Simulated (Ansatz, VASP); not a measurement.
# Sn: VASP beside Ansatz, part 2 of 3

Wanted: the spread between two codes on one cell, functional and k mesh. The cell is taken from a series of runs on this material, whose earlier steps may have relaxed, scaled, displaced or heated it; both programs get it as it stands.

VASP 6.6.1 and Ansatz 0.2.0.

So far: Set-up; Ansatz: zone-centre phonons, PBEsol.

### 3. VASP: zone-centre phonons, PBEsol

Level of this step: PBEsol; plane waves and PAW (Sn_d) (VASP).

The same cell, functional, mesh and smearing now go to VASP, with its own data sets.

Lines of VASP's logs that name or quote its potential files are left out, and so is its time.

File INCAR:

```
SYSTEM = Sn
PREC = Accurate
ENCUT = 500
EDIFF = 1E-08
NELM = 120
ISMEAR = 0
SIGMA = 0.015
LREAL = .FALSE.
ALGO = Normal
GGA = PS
NBANDS = 20
LORBIT = 11
LWAVE = .FALSE.
LCHARG = .FALSE.
ISIF = 2
ISYM = 2
IBRION = 8
LASPH = .TRUE.
GGA_COMPAT = .FALSE.
KPAR = 2
```

File POSCAR:

```
Sn
1.0
    0.0157013283      3.2866625443      3.2528123458
    3.2866625443      0.0157013283      3.2528123458
    3.3023638726      3.3023638726      0.0000000000
Sn
2
Direct
    0.5007097341      0.5007097341      0.4991611906
    0.7492902659      0.7492902659      0.7508388094
```

File KPOINTS:

```
Points of the shifted mesh
1728
Reciprocal
 0.0416666667  0.0416666667  0.0416666667 1
 0.0416666667  0.0416666667  0.1250000000 1
 0.0416666667  0.0416666667  0.2083333333 1
 0.0416666667  0.0416666667  0.2916666667 1
 0.0416666667  0.0416666667  0.3750000000 1
 0.0416666667  0.0416666667  0.4583333333 1
 0.0416666667  0.0416666667  0.5416666667 1
 0.0416666667  0.0416666667  0.6250000000 1
 0.0416666667  0.0416666667  0.7083333333 1
 0.0416666667  0.0416666667  0.7916666667 1
 0.0416666667  0.0416666667  0.8750000000 1
 0.0416666667  0.0416666667  0.9583333333 1
 0.0416666667  0.1250000000  0.0416666667 1
 0.0416666667  0.1250000000  0.1250000000 1
 0.0416666667  0.1250000000  0.2083333333 1
 0.0416666667  0.1250000000  0.2916666667 1
 0.0416666667  0.1250000000  0.3750000000 1
 0.0416666667  0.1250000000  0.4583333333 1
 0.0416666667  0.1250000000  0.5416666667 1
 0.0416666667  0.1250000000  0.6250000000 1
 0.0416666667  0.1250000000  0.7083333333 1
 0.0416666667  0.1250000000  0.7916666667 1
 0.0416666667  0.1250000000  0.8750000000 1
 0.0416666667  0.1250000000  0.9583333333 1
 0.0416666667  0.2083333333  0.0416666667 1
 0.0416666667  0.2083333333  0.1250000000 1
 0.0416666667  0.2083333333  0.2083333333 1
 0.0416666667  0.2083333333  0.2916666667 1
 0.0416666667  0.2083333333  0.3750000000 1
 0.0416666667  0.2083333333  0.4583333333 1
 0.0416666667  0.2083333333  0.5416666667 1
 0.0416666667  0.2083333333  0.6250000000 1
 0.0416666667  0.2083333333  0.7083333333 1
 0.0416666667  0.2083333333  0.7916666667 1
 0.0416666667  0.2083333333  0.8750000000 1
 0.0416666667  0.2083333333  0.9583333333 1
 0.0416666667  0.2916666667  0.0416666667 1
 0.0416666667  0.2916666667  0.1250000000 1
 0.0416666667  0.2916666667  0.2083333333 1
 0.0416666667  0.2916666667  0.2916666667 1
 0.0416666667  0.2916666667  0.3750000000 1
 0.0416666667  0.2916666667  0.4583333333 1
 0.0416666667  0.2916666667  0.5416666667 1
 0.0416666667  0.2916666667  0.6250000000 1
 0.0416666667  0.2916666667  0.7083333333 1
 0.0416666667  0.2916666667  0.7916666667 1
 0.0416666667  0.2916666667  0.8750000000 1
 0.0416666667  0.2916666667  0.9583333333 1
 0.0416666667  0.3750000000  0.0416666667 1
 0.0416666667  0.3750000000  0.1250000000 1
 0.0416666667  0.3750000000  0.2083333333 1
 0.0416666667  0.3750000000  0.2916666667 1
 0.0416666667  0.3750000000  0.3750000000 1
 0.0416666667  0.3750000000  0.4583333333 1
 0.0416666667  0.3750000000  0.5416666667 1
 0.0416666667  0.3750000000  0.6250000000 1
 0.0416666667  0.3750000000  0.7083333333 1
 0.0416666667  0.3750000000  0.7916666667 1
 0.0416666667  0.3750000000  0.8750000000 1
 0.0416666667  0.3750000000  0.9583333333 1
 0.0416666667  0.4583333333  0.0416666667 1
 0.0416666667  0.4583333333  0.1250000000 1
 0.0416666667  0.4583333333  0.2083333333 1
 0.0416666667  0.4583333333  0.2916666667 1
 0.0416666667  0.4583333333  0.3750000000 1
 0.0416666667  0.4583333333  0.4583333333 1
 0.0416666667  0.4583333333  0.5416666667 1
 0.0416666667  0.4583333333  0.6250000000 1
 0.0416666667  0.4583333333  0.7083333333 1
 0.0416666667  0.4583333333  0.7916666667 1
 0.0416666667  0.4583333333  0.8750000000 1
 0.0416666667  0.4583333333  0.9583333333 1
 0.0416666667  0.5416666667  0.0416666667 1
 0.0416666667  0.5416666667  0.1250000000 1
 0.0416666667  0.5416666667  0.2083333333 1
 0.0416666667  0.5416666667  0.2916666667 1
 0.0416666667  0.5416666667  0.3750000000 1
 0.0416666667  0.5416666667  0.4583333333 1
 0.0416666667  0.5416666667  0.5416666667 1
 0.0416666667  0.5416666667  0.6250000000 1
 0.0416666667  0.5416666667  0.7083333333 1
 0.0416666667  0.5416666667  0.7916666667 1
 0.0416666667  0.5416666667  0.8750000000 1
 0.0416666667  0.5416666667  0.9583333333 1
 0.0416666667  0.6250000000  0.0416666667 1
 0.0416666667  0.6250000000  0.1250000000 1
 0.0416666667  0.6250000000  0.2083333333 1
 0.0416666667  0.6250000000  0.2916666667 1
 0.0416666667  0.6250000000  0.3750000000 1
 0.0416666667  0.6250000000  0.4583333333 1
 0.0416666667  0.6250000000  0.5416666667 1
 0.0416666667  0.6250000000  0.6250000000 1
 0.0416666667  0.6250000000  0.7083333333 1
 0.0416666667  0.6250000000  0.7916666667 1
 0.0416666667  0.6250000000  0.8750000000 1
 0.0416666667  0.6250000000  0.9583333333 1
 0.0416666667  0.7083333333  0.0416666667 1
 0.0416666667  0.7083333333  0.1250000000 1
 0.0416666667  0.7083333333  0.2083333333 1
 0.0416666667  0.7083333333  0.2916666667 1
 0.0416666667  0.7083333333  0.3750000000 1
 0.0416666667  0.7083333333  0.4583333333 1
 0.0416666667  0.7083333333  0.5416666667 1
 0.0416666667  0.7083333333  0.6250000000 1
 0.0416666667  0.7083333333  0.7083333333 1
 0.0416666667  0.7083333333  0.7916666667 1
 0.0416666667  0.7083333333  0.8750000000 1
 0.0416666667  0.7083333333  0.9583333333 1
 0.0416666667  0.7916666667  0.0416666667 1
 0.0416666667  0.7916666667  0.1250000000 1
 0.0416666667  0.7916666667  0.2083333333 1
 0.0416666667  0.7916666667  0.2916666667 1
[... 1390 lines left out ...]
 0.8750000000  0.4583333333  0.1250000000 1
 0.8750000000  0.4583333333  0.2083333333 1
 0.8750000000  0.4583333333  0.2916666667 1
 0.8750000000  0.4583333333  0.3750000000 1
 0.8750000000  0.4583333333  0.4583333333 1
 0.8750000000  0.4583333333  0.5416666667 1
 0.8750000000  0.4583333333  0.6250000000 1
 0.8750000000  0.4583333333  0.7083333333 1
 0.8750000000  0.4583333333  0.7916666667 1
 0.8750000000  0.4583333333  0.8750000000 1
 0.8750000000  0.4583333333  0.9583333333 1
 0.8750000000  0.5416666667  0.0416666667 1
 0.8750000000  0.5416666667  0.1250000000 1
 0.8750000000  0.5416666667  0.2083333333 1
 0.8750000000  0.5416666667  0.2916666667 1
 0.8750000000  0.5416666667  0.3750000000 1
 0.8750000000  0.5416666667  0.4583333333 1
 0.8750000000  0.5416666667  0.5416666667 1
 0.8750000000  0.5416666667  0.6250000000 1
 0.8750000000  0.5416666667  0.7083333333 1
 0.8750000000  0.5416666667  0.7916666667 1
 0.8750000000  0.5416666667  0.8750000000 1
 0.8750000000  0.5416666667  0.9583333333 1
 0.8750000000  0.6250000000  0.0416666667 1
 0.8750000000  0.6250000000  0.1250000000 1
 0.8750000000  0.6250000000  0.2083333333 1
 0.8750000000  0.6250000000  0.2916666667 1
 0.8750000000  0.6250000000  0.3750000000 1
 0.8750000000  0.6250000000  0.4583333333 1
 0.8750000000  0.6250000000  0.5416666667 1
 0.8750000000  0.6250000000  0.6250000000 1
 0.8750000000  0.6250000000  0.7083333333 1
 0.8750000000  0.6250000000  0.7916666667 1
 0.8750000000  0.6250000000  0.8750000000 1
 0.8750000000  0.6250000000  0.9583333333 1
 0.8750000000  0.7083333333  0.0416666667 1
 0.8750000000  0.7083333333  0.1250000000 1
 0.8750000000  0.7083333333  0.2083333333 1
 0.8750000000  0.7083333333  0.2916666667 1
 0.8750000000  0.7083333333  0.3750000000 1
 0.8750000000  0.7083333333  0.4583333333 1
 0.8750000000  0.7083333333  0.5416666667 1
 0.8750000000  0.7083333333  0.6250000000 1
 0.8750000000  0.7083333333  0.7083333333 1
 0.8750000000  0.7083333333  0.7916666667 1
 0.8750000000  0.7083333333  0.8750000000 1
 0.8750000000  0.7083333333  0.9583333333 1
 0.8750000000  0.7916666667  0.0416666667 1
 0.8750000000  0.7916666667  0.1250000000 1
 0.8750000000  0.7916666667  0.2083333333 1
 0.8750000000  0.7916666667  0.2916666667 1
 0.8750000000  0.7916666667  0.3750000000 1
 0.8750000000  0.7916666667  0.4583333333 1
 0.8750000000  0.7916666667  0.5416666667 1
 0.8750000000  0.7916666667  0.6250000000 1
 0.8750000000  0.7916666667  0.7083333333 1
 0.8750000000  0.7916666667  0.7916666667 1
 0.8750000000  0.7916666667  0.8750000000 1
 0.8750000000  0.7916666667  0.9583333333 1
 0.8750000000  0.8750000000  0.0416666667 1
 0.8750000000  0.8750000000  0.1250000000 1
 0.8750000000  0.8750000000  0.2083333333 1
 0.8750000000  0.8750000000  0.2916666667 1
 0.8750000000  0.8750000000  0.3750000000 1
 0.8750000000  0.8750000000  0.4583333333 1
 0.8750000000  0.8750000000  0.5416666667 1
 0.8750000000  0.8750000000  0.6250000000 1
 0.8750000000  0.8750000000  0.7083333333 1
 0.8750000000  0.8750000000  0.7916666667 1
 0.8750000000  0.8750000000  0.8750000000 1
 0.8750000000  0.8750000000  0.9583333333 1
 0.8750000000  0.9583333333  0.0416666667 1
 0.8750000000  0.9583333333  0.1250000000 1
 0.8750000000  0.9583333333  0.2083333333 1
 0.8750000000  0.9583333333  0.2916666667 1
 0.8750000000  0.9583333333  0.3750000000 1
 0.8750000000  0.9583333333  0.4583333333 1
 0.8750000000  0.9583333333  0.5416666667 1
 0.8750000000  0.9583333333  0.6250000000 1
 0.8750000000  0.9583333333  0.7083333333 1
 0.8750000000  0.9583333333  0.7916666667 1
 0.8750000000  0.9583333333  0.8750000000 1
 0.8750000000  0.9583333333  0.9583333333 1
 0.9583333333  0.0416666667  0.0416666667 1
 0.9583333333  0.0416666667  0.1250000000 1
 0.9583333333  0.0416666667  0.2083333333 1
 0.9583333333  0.0416666667  0.2916666667 1
 0.9583333333  0.0416666667  0.3750000000 1
 0.9583333333  0.0416666667  0.4583333333 1
 0.9583333333  0.0416666667  0.5416666667 1
 0.9583333333  0.0416666667  0.6250000000 1
 0.9583333333  0.0416666667  0.7083333333 1
 0.9583333333  0.0416666667  0.7916666667 1
 0.9583333333  0.0416666667  0.8750000000 1
 0.9583333333  0.0416666667  0.9583333333 1
 0.9583333333  0.1250000000  0.0416666667 1
 0.9583333333  0.1250000000  0.1250000000 1
 0.9583333333  0.1250000000  0.2083333333 1
 0.9583333333  0.1250000000  0.2916666667 1
 0.9583333333  0.1250000000  0.3750000000 1
 0.9583333333  0.1250000000  0.4583333333 1
 0.9583333333  0.1250000000  0.5416666667 1
 0.9583333333  0.1250000000  0.6250000000 1
 0.9583333333  0.1250000000  0.7083333333 1
 0.9583333333  0.1250000000  0.7916666667 1
 0.9583333333  0.1250000000  0.8750000000 1
 0.9583333333  0.1250000000  0.9583333333 1
 0.9583333333  0.2083333333  0.0416666667 1
 0.9583333333  0.2083333333  0.1250000000 1
 0.9583333333  0.2083333333  0.2083333333 1
 0.9583333333  0.2083333333  0.2916666667 1
 0.9583333333  0.2083333333  0.3750000000 1
 0.9583333333  0.2083333333  0.4583333333 1
 0.9583333333  0.2083333333  0.5416666667 1
 0.9583333333  0.2083333333  0.6250000000 1
 0.9583333333  0.2083333333  0.7083333333 1
 0.9583333333  0.2083333333  0.7916666667 1
 0.9583333333  0.2083333333  0.8750000000 1
 0.9583333333  0.2083333333  0.9583333333 1
 0.9583333333  0.2916666667  0.0416666667 1
 0.9583333333  0.2916666667  0.1250000000 1
 0.9583333333  0.2916666667  0.2083333333 1
 0.9583333333  0.2916666667  0.2916666667 1
 0.9583333333  0.2916666667  0.3750000000 1
 0.9583333333  0.2916666667  0.4583333333 1
 0.9583333333  0.2916666667  0.5416666667 1
 0.9583333333  0.2916666667  0.6250000000 1
 0.9583333333  0.2916666667  0.7083333333 1
 0.9583333333  0.2916666667  0.7916666667 1
 0.9583333333  0.2916666667  0.8750000000 1
 0.9583333333  0.2916666667  0.9583333333 1
 0.9583333333  0.3750000000  0.0416666667 1
 0.9583333333  0.3750000000  0.1250000000 1
 0.9583333333  0.3750000000  0.2083333333 1
 0.9583333333  0.3750000000  0.2916666667 1
 0.9583333333  0.3750000000  0.3750000000 1
 0.9583333333  0.3750000000  0.4583333333 1
 0.9583333333  0.3750000000  0.5416666667 1
 0.9583333333  0.3750000000  0.6250000000 1
 0.9583333333  0.3750000000  0.7083333333 1
 0.9583333333  0.3750000000  0.7916666667 1
 0.9583333333  0.3750000000  0.8750000000 1
 0.9583333333  0.3750000000  0.9583333333 1
 0.9583333333  0.4583333333  0.0416666667 1
 0.9583333333  0.4583333333  0.1250000000 1
 0.9583333333  0.4583333333  0.2083333333 1
 0.9583333333  0.4583333333  0.2916666667 1
 0.9583333333  0.4583333333  0.3750000000 1
 0.9583333333  0.4583333333  0.4583333333 1
 0.9583333333  0.4583333333  0.5416666667 1
 0.9583333333  0.4583333333  0.6250000000 1
 0.9583333333  0.4583333333  0.7083333333 1
 0.9583333333  0.4583333333  0.7916666667 1
 0.9583333333  0.4583333333  0.8750000000 1
 0.9583333333  0.4583333333  0.9583333333 1
 0.9583333333  0.5416666667  0.0416666667 1
 0.9583333333  0.5416666667  0.1250000000 1
 0.9583333333  0.5416666667  0.2083333333 1
 0.9583333333  0.5416666667  0.2916666667 1
 0.9583333333  0.5416666667  0.3750000000 1
 0.9583333333  0.5416666667  0.4583333333 1
 0.9583333333  0.5416666667  0.5416666667 1
 0.9583333333  0.5416666667  0.6250000000 1
 0.9583333333  0.5416666667  0.7083333333 1
 0.9583333333  0.5416666667  0.7916666667 1
 0.9583333333  0.5416666667  0.8750000000 1
 0.9583333333  0.5416666667  0.9583333333 1
 0.9583333333  0.6250000000  0.0416666667 1
 0.9583333333  0.6250000000  0.1250000000 1
 0.9583333333  0.6250000000  0.2083333333 1
 0.9583333333  0.6250000000  0.2916666667 1
 0.9583333333  0.6250000000  0.3750000000 1
 0.9583333333  0.6250000000  0.4583333333 1
 0.9583333333  0.6250000000  0.5416666667 1
 0.9583333333  0.6250000000  0.6250000000 1
 0.9583333333  0.6250000000  0.7083333333 1
 0.9583333333  0.6250000000  0.7916666667 1
 0.9583333333  0.6250000000  0.8750000000 1
 0.9583333333  0.6250000000  0.9583333333 1
 0.9583333333  0.7083333333  0.0416666667 1
 0.9583333333  0.7083333333  0.1250000000 1
 0.9583333333  0.7083333333  0.2083333333 1
 0.9583333333  0.7083333333  0.2916666667 1
 0.9583333333  0.7083333333  0.3750000000 1
 0.9583333333  0.7083333333  0.4583333333 1
 0.9583333333  0.7083333333  0.5416666667 1
 0.9583333333  0.7083333333  0.6250000000 1
 0.9583333333  0.7083333333  0.7083333333 1
 0.9583333333  0.7083333333  0.7916666667 1
 0.9583333333  0.7083333333  0.8750000000 1
 0.9583333333  0.7083333333  0.9583333333 1
 0.9583333333  0.7916666667  0.0416666667 1
 0.9583333333  0.7916666667  0.1250000000 1
 0.9583333333  0.7916666667  0.2083333333 1
 0.9583333333  0.7916666667  0.2916666667 1
 0.9583333333  0.7916666667  0.3750000000 1
 0.9583333333  0.7916666667  0.4583333333 1
 0.9583333333  0.7916666667  0.5416666667 1
 0.9583333333  0.7916666667  0.6250000000 1
 0.9583333333  0.7916666667  0.7083333333 1
 0.9583333333  0.7916666667  0.7916666667 1
 0.9583333333  0.7916666667  0.8750000000 1
 0.9583333333  0.7916666667  0.9583333333 1
 0.9583333333  0.8750000000  0.0416666667 1
 0.9583333333  0.8750000000  0.1250000000 1
 0.9583333333  0.8750000000  0.2083333333 1
 0.9583333333  0.8750000000  0.2916666667 1
 0.9583333333  0.8750000000  0.3750000000 1
 0.9583333333  0.8750000000  0.4583333333 1
 0.9583333333  0.8750000000  0.5416666667 1
 0.9583333333  0.8750000000  0.6250000000 1
 0.9583333333  0.8750000000  0.7083333333 1
 0.9583333333  0.8750000000  0.7916666667 1
 0.9583333333  0.8750000000  0.8750000000 1
 0.9583333333  0.8750000000  0.9583333333 1
 0.9583333333  0.9583333333  0.0416666667 1
 0.9583333333  0.9583333333  0.1250000000 1
 0.9583333333  0.9583333333  0.2083333333 1
 0.9583333333  0.9583333333  0.2916666667 1
 0.9583333333  0.9583333333  0.3750000000 1
 0.9583333333  0.9583333333  0.4583333333 1
 0.9583333333  0.9583333333  0.5416666667 1
 0.9583333333  0.9583333333  0.6250000000 1
 0.9583333333  0.9583333333  0.7083333333 1
 0.9583333333  0.9583333333  0.7916666667 1
 0.9583333333  0.9583333333  0.8750000000 1
 0.9583333333  0.9583333333  0.9583333333 1
```

PAW data sets: Sn_d (PBE family, release 64).

The run is started by

```bash
mpirun -np 2 vasp_std
```

What it wrote:

```text
[banner, memory and clock lines left out]
running    2 mpi-ranks, on    1 nodes
 distrk:  each k-point on    1 cores,    2 groups
 distr:  one band on    1 cores,    1 groups

 POSCAR found type information on POSCAR Sn
 POSCAR found :  1 types and       2 ions
|                                                                             |
|               ----> ADVICE to this user running VASP <----                  |
|                                                                             |
|     You enforced a specific xc type in the INCAR file but a different       |
|     [... a line on the potential file left out ...]
|     I HOPE YOU KNOW WHAT YOU ARE DOING!                                     |
|                                                                             |

 LDA part: xc-table for (Slater+PW92), standard interpolation
 POSCAR, INCAR and KPOINTS ok, starting setup
 FFT: planning ... GRIDC
 FFT: planning ... GRID_SOFT
 FFT: planning ... GRID
 WAVECAR not read
 entering main loop
       N       E                     dE             d eps       ncg     rms          rms(c)
DAV:   1     0.220699234175E+03    0.22070E+03   -0.14757E+04 69480   0.197E+03
DAV:   2     0.147134394407E+02   -0.20599E+03   -0.20227E+03 69320   0.438E+02
DAV:   3    -0.781337535962E+01   -0.22527E+02   -0.22389E+02 79208   0.141E+02
DAV:   4    -0.853668382774E+01   -0.72331E+00   -0.72292E+00 78408   0.287E+01
DAV:   5    -0.856181586582E+01   -0.25132E-01   -0.25132E-01 95176   0.521E+00    0.315E+00
DAV:   6    -0.849515884819E+01    0.66657E-01   -0.43035E-02 93180   0.276E+00    0.178E+00
DAV:   7    -0.846313126975E+01    0.32028E-01   -0.52418E-02 78440   0.260E+00    0.164E-01
DAV:   8    -0.846404835326E+01   -0.91708E-03   -0.70070E-03 75912   0.102E+00    0.533E-02
DAV:   9    -0.846431879254E+01   -0.27044E-03   -0.36295E-04 83948   0.144E-01    0.116E-02
DAV:  10    -0.846432946243E+01   -0.10670E-04   -0.20634E-05 84012   0.406E-02    0.529E-03
DAV:  11    -0.846433121013E+01   -0.17477E-05   -0.29088E-06 80656   0.120E-02    0.653E-04
DAV:  12    -0.846433114179E+01    0.68331E-07   -0.17155E-07 85264   0.427E-03    0.406E-04
DAV:  13    -0.846433113252E+01    0.92728E-08   -0.13981E-08 61076   0.849E-04
   1 F= -.84643311E+01 E0= -.84643280E+01  d E =-.629090E-05
 Linear response reoptimize wavefunctions to high precision
DAV:   1    -0.846433113268E+01   -0.16007E-09   -0.17035E-09 53408   0.410E-04
DAV:   2    -0.846433113272E+01   -0.35925E-10   -0.37635E-10 41628   0.213E-04
 Linear response DOF=           2
 Linear response progress:
  Degree of freedom:   1/  2
       N       E                     dE             d eps       ncg     rms          rms(c)
RMM:   1    -0.214249175013E+00   -0.21425E+00    0.54243E-01 86676   0.996E+00
RMM:   2    -0.220882061601E+00   -0.66329E-02   -0.19744E-02121140   0.116E+00    0.683E-02
RMM:   3    -0.221008502292E+00   -0.12644E-03   -0.16154E-03127875   0.322E-01    0.315E-02
RMM:   4    -0.220882606316E+00    0.12590E-03   -0.11520E-04126098   0.978E-02    0.110E-02
RMM:   5    -0.220863064315E+00    0.19542E-04   -0.15752E-05129973   0.327E-02    0.402E-03
RMM:   6    -0.220863923030E+00   -0.85871E-06   -0.13242E-06128906   0.936E-03    0.169E-03
RMM:   7    -0.220863084290E+00    0.83874E-06   -0.29367E-07127782   0.332E-03    0.385E-04
RMM:   8    -0.220860489915E+00    0.25944E-05   -0.24046E-08131630   0.119E-03    0.235E-04
RMM:   9    -0.220859016645E+00    0.14733E-05    0.34457E-08131316   0.481E-04    0.483E-05
RMM:  10    -0.220859294677E+00   -0.27803E-06    0.83855E-08138295   0.200E-04    0.252E-05
RMM:  11    -0.220859270445E+00    0.24232E-07    0.20847E-09132044   0.106E-04    0.537E-06
RMM:  12    -0.220859287265E+00   -0.16819E-07   -0.57151E-08142484   0.613E-05    0.424E-06
RMM:  13    -0.220859280360E+00    0.69046E-08   -0.36581E-09147683   0.421E-05    0.269E-06
 first order change of Fermi-energy   0.15229E+01
 force on displaced ion       1 direction 1 :  -7.579   0.063  -0.051
 Linear response progress:
  Degree of freedom:   2/  2
       N       E                     dE             d eps       ncg     rms          rms(c)
RMM:   1    -0.214163172548E+00   -0.21416E+00    0.55342E-01 86652   0.100E+01
RMM:   2    -0.220805241573E+00   -0.66421E-02   -0.19709E-02121108   0.116E+00    0.680E-02
RMM:   3    -0.220938768677E+00   -0.13353E-03   -0.16143E-03127877   0.322E-01    0.313E-02
RMM:   4    -0.220819132967E+00    0.11964E-03   -0.11457E-04126168   0.976E-02    0.111E-02
RMM:   5    -0.220800405865E+00    0.18727E-04   -0.15985E-05129910   0.328E-02    0.399E-03
RMM:   6    -0.220801222717E+00   -0.81685E-06   -0.13603E-06128773   0.940E-03    0.176E-03
RMM:   7    -0.220800177040E+00    0.10457E-05   -0.20154E-07127708   0.335E-03    0.378E-04
RMM:   8    -0.220797704361E+00    0.24727E-05   -0.28722E-08131730   0.120E-03    0.247E-04
RMM:   9    -0.220796067424E+00    0.16369E-05   -0.20442E-08130810   0.490E-04    0.530E-05
RMM:  10    -0.220796391173E+00   -0.32375E-06    0.97299E-09137808   0.202E-04    0.269E-05
RMM:  11    -0.220796380217E+00    0.10956E-07    0.87006E-09131742   0.108E-04    0.498E-06
RMM:  12    -0.220796387271E+00   -0.70541E-08    0.67065E-09142260   0.621E-05    0.435E-06
 first order change of Fermi-energy   0.49903E+00
 force on displaced ion       1 direction 3 :  -0.055  -0.055  -7.423
 Linear response finished
```

(Part 2 of 3 ends here.)

[Lines on the potential files, build, host, timing and source positions are cut from VASP's logs without a mark.]

[Logs are printed without paths, hosts, clocks, repeated set-up lines and the standing remarks that a program may print on its own settings, such as how far it seeks lower states.]

[Hosts, paths, dates, database ids (printed as entryN), source tags and the programs' standing remarks are cut or masked in the printed files.]
